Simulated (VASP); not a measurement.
A convergence study with VASP on Nb (bcc): one setting is varied, all else stays as given below, so the limit is that of these other settings.

```yaml
crystal:
  lattice:
    - [-1.65000, 1.65000, 1.65000]
    - [1.65000, -1.65000, 1.65000]
    - [1.65000, 1.65000, -1.65000]
  atoms:
    - { symbol: Nb, position: [0.00000, 0.00000, 0.00000] }
```

Method: PBE GGA, VASP's PBE PAW potentials (set 64) (plane waves; VASP 6.6.1). The tightest run used: 550 eV cut-off, 25×25×25 Γ-centred mesh, first-order Methfessel-Paxton smearing of 0.10 eV, potentials Nb_sv.

### Question
The settings run are 1×1×1 mesh; 2×2×2 mesh; 3×3×3 mesh; 4×4×4 mesh; 5×5×5 mesh; 6×6×6 mesh; 7×7×7 mesh; 8×8×8 mesh; 9×9×9 mesh; 10×10×10 mesh; 11×11×11 mesh; 12×12×12 mesh; 14×14×14 mesh; 15×15×15 mesh; 16×16×16 mesh; 17×17×17 mesh; 18×18×18 mesh; 19×19×19 mesh; 20×20×20 mesh; 21×21×21 mesh; 22×22×22 mesh; 23×23×23 mesh; 24×24×24 mesh; 25×25×25 mesh. From which on does the energy per atom stay within 0.01 eV/atom of the tightest run?

### Answer
From 14×14×14 mesh on: it is off by 0.0043 there and by no more than 0.01 in any finer run, while 12×12×12 mesh is off by 0.0134.
| setting | E (eV/atom) | pressure (GPa) | irreducible k-points | difference judged (eV/atom) |
|---|---|---|---|---|
| 1×1×1 mesh | -9.0179 | 122.77 | 1 | 1.1971 |
| 2×2×2 mesh | -11.2413 | -20.03 | 3 | 1.0263 |
| 3×3×3 mesh | -10.3068 | -0.57 | 4 | 0.0918 |
| 4×4×4 mesh | -10.2382 | 5.40 | 8 | 0.0232 |
| 5×5×5 mesh | -10.1615 | -0.51 | 10 | 0.0534 |
| 6×6×6 mesh | -10.2059 | -1.56 | 16 | 0.0091 |
| 7×7×7 mesh | -10.1869 | 1.74 | 20 | 0.0281 |
| 8×8×8 mesh | -10.2409 | 1.75 | 29 | 0.0259 |
| 9×9×9 mesh | -10.2240 | 0.86 | 35 | 0.0090 |
| 10×10×10 mesh | -10.1921 | 1.66 | 47 | 0.0229 |
| 11×11×11 mesh | -10.2055 | 2.19 | 56 | 0.0094 |
| 12×12×12 mesh | -10.2284 | 1.16 | 72 | 0.0134 |
| 14×14×14 mesh | -10.2107 | 1.47 | 104 | 0.0043 |
| 15×15×15 mesh | -10.2136 | 1.51 | 120 | 0.0014 |
| 16×16×16 mesh | -10.2167 | 1.00 | 145 | 0.0017 |
| 17×17×17 mesh | -10.2152 | 1.01 | 165 | 0.0003 |
| 18×18×18 mesh | -10.2148 | 1.37 | 195 | 0.0002 |
| 19×19×19 mesh | -10.2171 | 1.27 | 220 | 0.0021 |
| 20×20×20 mesh | -10.2159 | 1.13 | 256 | 0.0009 |
| 21×21×21 mesh | -10.2143 | 1.33 | 286 | 0.0007 |
| 22×22×22 mesh | -10.2157 | 1.30 | 328 | 0.0007 |
| 23×23×23 mesh | -10.2169 | 1.05 | 364 | 0.0019 |
| 24×24×24 mesh | -10.2157 | 1.17 | 413 | 0.0007 |
| 25×25×25 mesh | -10.2150 | 1.39 | 455 | 0.0000 |

Left out are rungs that failed or repeat a setting and relaxations that didn't move; long series are thinned to 24 rows.

The compound is Nb in the bcc structure. The cell was not relaxed at this level.
